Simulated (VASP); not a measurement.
VASP ran on this input.

File KPOINTS:
```
Automatic mesh
0
G
1 3 1
```

**INCAR**
```
SYSTEM=Sb2Se3
PREC=Accurate; ENCUT=120; LREAL=Auto
LASPH=T
EDIFF=1E-6; NELM=100; ALGO=Normal
LMAXMIX=4
ISMEAR=0; SIGMA=0.01
GGA=PE
ISIF=2
LWAVE=F; LCHARG=F
```

File POSCAR:
```
Sb2Se3
25.297740
  0.5000000000   0.0000000000   0.0000000000
  0.0000000000   0.1618482916   0.0000000000
  0.0000000000   0.0000000000   0.4737729932
Sb Se
8 12
Cartesian
  0.0701600000   0.1213862187   0.0180460133
  0.4298400000   0.0404620729   0.4557269799
  0.1798400000   0.0404620729   0.2549325099
  0.3201600000   0.1213862187   0.2188404833
  0.0169050000   0.0404620729   0.1561508408
  0.4830950000   0.1213862187   0.3176221523
  0.2330950000   0.1213862187   0.3930373374
  0.2669050000   0.0404620729   0.0807356558
  0.4741750000   0.1213862187   0.0604202698
  0.0258250000   0.0404620729   0.4133527233
  0.2758250000   0.0404620729   0.2973067664
  0.2241750000   0.1213862187   0.1764662268
  0.1026650000   0.0404620729   0.0910117920
  0.3973350000   0.1213862187   0.3827612012
  0.1473350000   0.1213862187   0.3278982886
  0.3526650000   0.0404620729   0.1458747046
  0.3136750000   0.1213862187   0.0256311189
  0.1863250000   0.0404620729   0.4481418742
  0.4363250000   0.0404620729   0.2625176155
  0.0636750000   0.1213862187   0.2112553777
```

POTCAR, in this order: Sb Se (PBE.64 set). Program: vasp_std.

Q: Write an equivalent input for Quantum ESPRESSO's pw.x.

A: One equivalent input (not run):
```
&CONTROL
  calculation = 'scf'
  pseudo_dir = './pseudo'
  outdir = './out'
  tprnfor = .true.
  tstress = .true.
/
&SYSTEM
  ibrav = 0
  nat = 20
  ntyp = 2
  ecutwfc = 86
  occupations = 'smearing'
  smearing = 'gaussian'
  degauss = 0.000735
  input_dft = 'pbe'
/
&ELECTRONS
  conv_thr = 7.3e-08
  electron_maxstep = 100
/
ATOMIC_SPECIES
  Sb 121.760 Sb.upf
  Se 78.971 Se.upf
CELL_PARAMETERS angstrom
    12.6488700    0.0000000    0.0000000
     0.0000000    4.0943960    0.0000000
     0.0000000    0.0000000   11.9853860
ATOMIC_POSITIONS crystal
  Sb   0.1403200  0.7500000  0.0380900
  Sb   0.8596800  0.2500000  0.9619100
  Sb   0.3596800  0.2500000  0.5380900
  Sb   0.6403200  0.7500000  0.4619100
  Sb   0.0338100  0.2500000  0.3295900
  Sb   0.9661900  0.7500000  0.6704100
  Sb   0.4661900  0.7500000  0.8295900
  Sb   0.5338100  0.2500000  0.1704100
  Se   0.9483500  0.7500000  0.1275300
  Se   0.0516500  0.2500000  0.8724700
  Se   0.5516500  0.2500000  0.6275300
  Se   0.4483500  0.7500000  0.3724700
  Se   0.2053300  0.2500000  0.1921000
  Se   0.7946700  0.7500000  0.8079000
  Se   0.2946700  0.7500000  0.6921000
  Se   0.7053300  0.2500000  0.3079000
  Se   0.6273500  0.7500000  0.0541000
  Se   0.3726500  0.2500000  0.9459000
  Se   0.8726500  0.2500000  0.5541000
  Se   0.1273500  0.7500000  0.4459000
K_POINTS automatic
  1 3 1 0 0 0
```
What does not carry over: the potentials are each code's own (VASP's PAW set, PseudoDojo norm-conserving files in pw.x), so ENCUT and ecutwfc are chosen apart and not converted; conv_thr bounds pw.x's estimated SCF error, while EDIFF bounds the energy change between steps.

The structure comes from a computed database's Sb2Se3 entry; how it stands against other phases isn't given here. The cell was not relaxed at this level. The k-mesh is coarse (spacing up to 0.52 per Å, 2π included), so the numbers may not be converged in it. The run is one of a series of settings (ENCUT = 120 against the base run), some of them coarse on purpose.
